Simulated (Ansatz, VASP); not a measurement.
# CaHfSe3: VASP beside Ansatz, part 2 of 2

Wanted: the spread between two codes on one cell, functional and k mesh. The cell is generated by rule, not measured, and may not be a known phase. Of the first pair: The two relaxations start from unlike cells of this crystal (the structure described is Ansatz's start), so only their ends are compared.

VASP 6.6.1 and Ansatz 0.2.0.

So far: The starting structure; Ansatz: relaxation of cell and atoms, LDA, pair 1; VASP: relaxation of cell and atoms, LDA, pair 1; Differences.

## (5) Ansatz: relaxation of cell and atoms, LDA, pair 2

Level of this step: Ansatz beside VASP: Kohn-Sham DFT, plane waves, LDA (Ansatz).

The relaxed volume is the usual yardstick between codes: in a stiff, nearly cubic crystal its relative difference is about their pressure difference at one cell divided by the bulk modulus. Its start cell is another than that of the pair before, and may be another structure of the material.

The cell is taken from a series of runs on this material, whose earlier steps may have relaxed, scaled, displaced or heated it; both programs get it as it stands.

File input.yaml:

```yaml
crystal:
  lattice:
    - [5.0582459984, 0.0, 0.0]
    - [0.0, 5.0582459984, 0.0]
    - [0.0, 0.0, 5.3438465534]
  atoms:
    - { symbol: Ca, position: [0.0, 0.0, 0.1675271185] }
    - { symbol: Hf, position: [0.5, 0.5, 0.5328890058] }
    - { symbol: Se, position: [0.5, 0.0, 0.4343478738] }
    - { symbol: Se, position: [0.5, 0.5, 0.9868677789] }
    - { symbol: Se, position: [0.0, 0.5, 0.4343478738] }
kpoints:
  mp_grid: { grid: [6, 6, 6] }
hamiltonian:
  xc: lda
  pseudopotentials: { kind: paw, azcp: { folder: soft_1 }, xc_functional: pbe }
scf:
  occupations: { method: methfessel_paxton, width: 0.2 }
output:
  forces: true
  stress: true
  eigenvalues: true
relax:
  adjacent_minimum: "off"
  f_tol: 0.001
  max_steps: 60
  cell: { stress_tol: 0.01 }
```

On the command line:

```
$ ansatz run input.yaml --threads 4 --pin off --max-ram 16384MiB --backend cpu --events-out ev --progress --plain --runs-dir out
```

Numbers of over 12 decimals in the logs are rounded to 6 here.

What it wrote:

```text
[...]
Crystal: 5 atoms, lattice volume = 136.727 Å³
Basis set: ecut = 420 eV, 2637 PW (Γ)
Bands: 51, of which v1, the nominal top of the filled ones, is band 42 counted from 1 (41 counted from 0)
Symmetry: 8 space group operations
[...]
k-points: 40 of 216 (time reversal used)
[...]
--- Relaxed structure (5 steps of the walk, 5 accepted, 1 SCFs on fresh bases) ---
[...]
cell:  # Å, volume = 136.7526 Å³
    - [5.059142, 0.0, 0]
    - [0, 5.059142, 0.0]
    - [0, 0.0, 5.342958]
  atoms:
    - { symbol: Ca, position: [0, 0.0, 0.167723] }
    - { symbol: Hf, position: [0.5, 0.5, 0.532645] }
    - { symbol: Se, position: [0.5, 0.0, 0.434419] }
    - { symbol: Se, position: [0.5, 0.5, 0.986775] }
    - { symbol: Se, position: [0, 0.5, 0.434419] }
[key lines of the parts left out:]
SCF converged after 6 iterations
Free energy (F): -33406.540644 eV
Fermi energy:    8.198651 eV
P = ⅓ Tr σ = 0.0015 GPa (0.015 kbar)
```

## (6) VASP: relaxation of cell and atoms, LDA, pair 2

The same cell, functional (in two slightly different forms), mesh and smearing now go to VASP, with its own data sets.

File INCAR:

```
SYSTEM = CaHfSe3
PREC = Accurate
ENCUT = 500
EDIFF = 1E-07
NELM = 120
ISMEAR = 1
SIGMA = 0.2
LREAL = .FALSE.
ALGO = Normal
GGA = CA
NBANDS = 25
LASPH = .TRUE.
LORBIT = 11
LWAVE = .FALSE.
LCHARG = .FALSE.
ISIF = 3
IBRION = 2
NSW = 80
EDIFFG = -0.005
GGA_COMPAT = .FALSE.
NELMIN = 4
EFERMI = MIDGAP
KPAR = 2
```

File POSCAR:

```
CaHfSe3
1.0
    5.0582460000      0.0000000000      0.0000000000
    0.0000000000      5.0582460000      0.0000000000
    0.0000000000      0.0000000000      5.3438470000
Ca Hf Se
1 1 3
Direct
    0.0000000000      0.0000000000      0.1675270643
    0.5000000000      0.5000000000      0.5328889469
    0.5000000000      0.0000000000      0.4343477648
    0.5000000000      0.5000000000      0.9868677004
    0.0000000000      0.5000000000      0.4343477648
```

File KPOINTS:

```
Automatic mesh
0
Gamma
6 6 6
0 0 0
```

PAW data sets: Ca_sv, Hf_pv and Se (LDA family, release 64).

On the command line:

```
$ mpirun -np 2 vasp_std
```

What it wrote:

```text
[... set-up lines as in an earlier step ...]
 entering main loop
       N       E                     dE             d eps       ncg     rms          rms(c)
DAV:   1     0.249265123620E+03    0.24927E+03   -0.17739E+04  2000   0.132E+03
DAV:   2    -0.130964443487E+02   -0.26236E+03   -0.25610E+03  2394   0.317E+02
DAV:   3    -0.334528876195E+02   -0.20356E+02   -0.20210E+02  3126   0.715E+01
DAV:   4    -0.340635026953E+02   -0.61062E+00   -0.60903E+00  3111   0.115E+01
[...]
DAV:  14    -0.320728104482E+02   -0.52931E-06   -0.15340E-06  3061   0.652E-03    0.545E-03
DAV:  15    -0.320728106323E+02   -0.18411E-06   -0.32019E-07  2287   0.260E-03    0.388E-03
DAV:  16    -0.320728106496E+02   -0.17373E-07   -0.45381E-08  2030   0.125E-03
   1 F= -.32072811E+02 E0= -.32072792E+02  d E =-.320728E+02
[... from here on, the cycles between the ionic steps are left out ...]
   2 F= -.32072931E+02 E0= -.32072920E+02  d E =-.120003E-03
   3 F= -.32072931E+02 E0= -.32072920E+02  d E =-.120560E-03
   4 F= -.32073056E+02 E0= -.32073030E+02  d E =-.125237E-03
   7 F= -.32073314E+02 E0= -.32073171E+02  d E =-.131652E-03
   8 F= -.32073324E+02 E0= -.32073175E+02  d E =-.100299E-04
   9 F= -.32073338E+02 E0= -.32073169E+02  d E =-.240294E-04
  10 F= -.32073353E+02 E0= -.32073145E+02  d E =-.390103E-04
  11 F= -.32073359E+02 E0= -.32073138E+02  d E =-.658583E-05
  12 F= -.32073359E+02 E0= -.32073135E+02  d E =-.633426E-05
  13 F= -.32073359E+02 E0= -.32073136E+02  d E =-.651575E-05
  14 F= -.32073366E+02 E0= -.32073137E+02  d E =-.735973E-05
  15 F= -.32073382E+02 E0= -.32073135E+02  d E =-.227724E-04
  16 F= -.32073383E+02 E0= -.32073102E+02  d E =-.240563E-04
  17 F= -.32073387E+02 E0= -.32073123E+02  d E =-.283239E-04
  18 F= -.32073394E+02 E0= -.32073129E+02  d E =-.613224E-05
 trial-energy change:   -0.000006  1 .order   -0.000006   -0.000009   -0.000003
 step:   0.9545(harm=  0.9545)  dis= 0.00063  next Energy=   -32.073394 (dE=-0.699E-05)
 reached required accuracy - stopping structural energy minimisation
```

From OUTCAR (step 6):

```text
  Total        0.0068832      0.0068832     -0.0064593      0.0000000      0.0000000      0.0000000
  in kB        0.0807165      0.0807165     -0.0757454      0.0000000      0.0000000      0.0000000
  external PRESSURE =       0.0285625 kB  Pullay stress =       0.0000000 kB

 POSITION                                       TOTAL-FORCE (eV/Angst)
 -----------------------------------------------------------------------------------
      0.00000     -0.00000      0.88694         0.000000     -0.000000      0.000657
      2.53377      2.53377      2.81845         0.000000     -0.000000      0.001902
      2.53377     -0.00000      2.32209         0.000000      0.000000     -0.000104
      2.53377      2.53377      5.24933        -0.000000      0.000000     -0.002350
      0.00000      2.53377      2.32209         0.000000      0.000000     -0.000104
 -----------------------------------------------------------------------------------
    total drift:                                0.000000     -0.000000      0.000363

  FREE ENERGIE OF THE ION-ELECTRON SYSTEM (eV)
  ---------------------------------------------------
  free  energy   TOTEN  =       -32.0733935956 eV

  energy  without entropy=      -32.0726009119  energy(sigma->0) =      -32.07312937

[... 1 part as in an earlier step ...]

[... 3 further parts left out ...]
[key lines of the parts left out:]
E-fermi :   3.0399
```

The run keeps the 8 symmetry operations of its start, so it cannot find a distortion of lower symmetry.

## (7) Comparison

What differs besides the data sets and the points named for the pairs above, as far as they apply: the data sets hold 84 valence electrons in Ansatz (on its PAW soft_1 files) and 38 in VASP. Total energies have different zeros and are not compared.

Compared:

| quantity | Ansatz | VASP | difference |
| --- | --- | --- | --- |
| volume (Å³) | 136.75 | 136.63 | +0.09 % |
| edge a after relaxation, in the typed setting (Å) | 5.059 | 5.067 | -0.17 % |
| edge c after relaxation, in the typed setting (Å) | 5.343 | 5.320 | +0.42 % |

## (8) Ansatz: relaxation of cell and atoms, LDA, pair 3

The relaxed volume is the usual yardstick between codes: in a stiff, nearly cubic crystal its relative difference is about their pressure difference at one cell divided by the bulk modulus.

The cell is taken from a series of runs on this material, whose earlier steps may have relaxed, scaled, displaced or heated it; both programs get it as it stands.

input.yaml, the sections that differ from step 5:

```yaml
crystal:
  lattice:
    - [5.0729467828, 0.0, 0.0]
    - [0.0, 3.564621533, 3.7410904408]
    - [0.0, -3.564621533, 3.7410904408]
  atoms:
    - { symbol: Ca, position: [0.0, 0.1267050673, 0.1267050673] }
    - { symbol: Hf, position: [0.5, 0.4868780083, 0.4868780083] }
    - { symbol: Se, position: [0.5, 0.4356876826, 0.9819147738] }
    - { symbol: Se, position: [0.5, 0.9819147738, 0.4356876826] }
    - { symbol: Se, position: [0.0, 0.5083980587, 0.5083980587] }
kpoints:
  mp_grid: { grid: [8, 8, 8] }
# hamiltonian, scf, output, relax: as in step 5
```

On the command line:

```
$ ansatz run input.yaml --threads 4 --pin off --max-ram 16384MiB --backend cpu --events-out ev --progress --plain --runs-dir out
```

What it wrote:

```text
[...]
Crystal: 5 atoms, lattice volume = 135.301 Å³
Basis set: ecut = 420 eV, 2623 PW (Γ)
Bands: 51, of which v1, the nominal top of the filled ones, is band 42 counted from 1 (41 counted from 0)
Symmetry: 4 space group operations
[...]
k-points: 105 of 512 (time reversal used)
[...]
cell:  # Å, volume = 135.3110 Å³
    - [5.073039, 0, 0]
    - [0, 3.564728, 3.741180]
    - [0, -3.564728, 3.741180]
  atoms:
    - { symbol: Ca, position: [0, 0.126679, 0.126679] }
    - { symbol: Hf, position: [0.5, 0.486902, 0.486902] }
    - { symbol: Se, position: [0.5, 0.435679, 0.981906] }
    - { symbol: Se, position: [0.5, 0.981906, 0.435679] }
    - { symbol: Se, position: [0, 0.508418, 0.508418] }
[key lines of the parts left out:]
SCF converged after 7 iterations
Free energy (F): -33406.534466 eV
Fermi energy:    8.351287 eV
P = ⅓ Tr σ = -0.0024 GPa (-0.024 kbar)
```

## (9) VASP: relaxation of cell and atoms, LDA, pair 3

The same cell, functional (in two slightly different forms), mesh and smearing now go to VASP, with its own data sets.

INCAR: that of step 6 with these lines changed.

```diff
@@ -21,3 +21,2 @@
 NELMIN = 4
-EFERMI = MIDGAP
 KPAR = 2
```

File POSCAR:

```
CaHfSe3
1.0
    5.0729470000      0.0000000000      0.0000000000
    0.0000000000      3.5646220000      3.7410900000
    0.0000000000     -3.5646220000      3.7410900000
Ca Hf Se
1 1 3
Direct
    0.0000000000      0.1267050512      0.1267050512
    0.4999999014      0.4868780222      0.4868780222
    0.4999999014      0.4356877812      0.9819148426
    0.4999999014      0.9819148426      0.4356877812
    0.0000000000      0.5083980872      0.5083980872
```

File KPOINTS:

```
Automatic mesh
0
Gamma
8 8 8
0 0 0
```

On the command line:

```
$ mpirun -np 2 vasp_std
```

What it wrote:

```text
[... set-up lines as in an earlier step ...]
 entering main loop
       N       E                     dE             d eps       ncg     rms          rms(c)
DAV:   1     0.246010658844E+03    0.24601E+03   -0.17737E+04  5250   0.132E+03
DAV:   2    -0.134279835229E+02   -0.25944E+03   -0.25379E+03  6320   0.317E+02
DAV:   3    -0.334015432379E+02   -0.19974E+02   -0.19873E+02  8219   0.712E+01
DAV:   4    -0.340286320209E+02   -0.62709E+00   -0.62529E+00  8092   0.116E+01
[...]
DAV:  14    -0.320719386129E+02    0.55541E-06   -0.22586E-06  8203   0.678E-03    0.254E-02
DAV:  15    -0.320719385603E+02    0.52608E-07   -0.12656E-06  7004   0.510E-03    0.406E-03
DAV:  16    -0.320719385832E+02   -0.22903E-07   -0.51247E-08  5297   0.130E-03
   1 F= -.32071939E+02 E0= -.32071901E+02  d E =-.320719E+02
[... from here on, the cycles between the ionic steps are left out ...]
   2 F= -.32072008E+02 E0= -.32071981E+02  d E =-.696461E-04
   3 F= -.32072014E+02 E0= -.32071984E+02  d E =-.751341E-04
   4 F= -.32072062E+02 E0= -.32072034E+02  d E =-.485227E-04
   5 F= -.32072097E+02 E0= -.32072072E+02  d E =-.829153E-04
   6 F= -.32072130E+02 E0= -.32072112E+02  d E =-.332049E-04
   7 F= -.32072134E+02 E0= -.32072119E+02  d E =-.372241E-04
[...]
reached required accuracy - stopping structural energy minimisation
```

Parts of OUTCAR (step 9):

```text
  Total        0.0023762      0.0151890     -0.0065458      0.0000000      0.0000000      0.0000000
  in kB        0.0281411      0.1798800     -0.0775205      0.0000000      0.0000000      0.0000000
  external PRESSURE =       0.0435002 kB  Pullay stress =       0.0000000 kB

 POSITION                                       TOTAL-FORCE (eV/Angst)
 -----------------------------------------------------------------------------------
      0.00000      0.00000      0.94061         0.000000     -0.000000      0.002126
      2.53760      0.00000      3.64043         0.000000     -0.000000      0.000265
      2.53760     -1.94389      5.30526         0.000000      0.003511      0.001160
      2.53760      1.94389      5.30526         0.000000     -0.003511      0.001160
      0.00000      0.00000      3.80583         0.000000     -0.000000     -0.004712
 -----------------------------------------------------------------------------------
    total drift:                                0.000620     -0.000000     -0.000180

  FREE ENERGIE OF THE ION-ELECTRON SYSTEM (eV)
  ---------------------------------------------------
  free  energy   TOTEN  =       -32.0721338566 eV

  energy  without entropy=      -32.0720885580  energy(sigma->0) =      -32.07211876

[... 1 part as in an earlier step ...]

[... 3 further parts left out ...]
[key lines of the parts left out:]
E-fermi :   3.1293
```

The run keeps the 4 symmetry operations of its start, so it cannot find a distortion of lower symmetry.

## (10) Differences

What differs besides the data sets and the points named for the pairs above, as far as they apply: the data sets hold 84 valence electrons in Ansatz (on its PAW soft_1 files) and 38 in VASP. Total energies have different zeros and are not compared.

The two programs side by side:

| quantity | Ansatz | VASP | difference |
| --- | --- | --- | --- |
| volume (Å³) | 135.31 | 135.29 | +0.02 % |
| edge a after relaxation, in the typed setting (Å) | 5.073 | 5.075 | -0.04 % |
| edge b after relaxation, in the typed setting (Å) | 5.168 | 5.166 | +0.03 % |

## (11) Summary of results

* difference in volume (relaxation of cell and atoms, LDA, pair 1): 0.026 %
* difference in edge c after relaxation, in the typed setting (relaxation of cell and atoms, LDA, pair 2): 0.42 %
* difference in edge a after relaxation, in the typed setting (relaxation of cell and atoms, LDA, pair 3): -0.043 %

**Reading.** The difference in edge c after relaxation, in the typed setting is 0.42 % (relaxation of cell and atoms, LDA, pair 2), within the 1.2 % picked in this series as the mark of a large difference, as far as the stopping tolerances let one tell. The data sets hold unlike numbers of valence electrons (84 in Ansatz and 38 in VASP), so part of the differences comes from the potentials. 3 further runs of this series are not shown here. How closely two codes agree says nothing of how well the functional describes the real material.

[Lines on the potential files, build, host, timing and source positions are cut from VASP's logs without a mark.]

[Logs are printed without paths, hosts, clocks, repeated set-up lines and the standing remarks that a program may print on its own settings, such as how far it seeks lower states.]

[Hosts, paths, dates, database ids (printed as entryN), source tags and the programs' standing remarks are cut or masked in the printed files.]
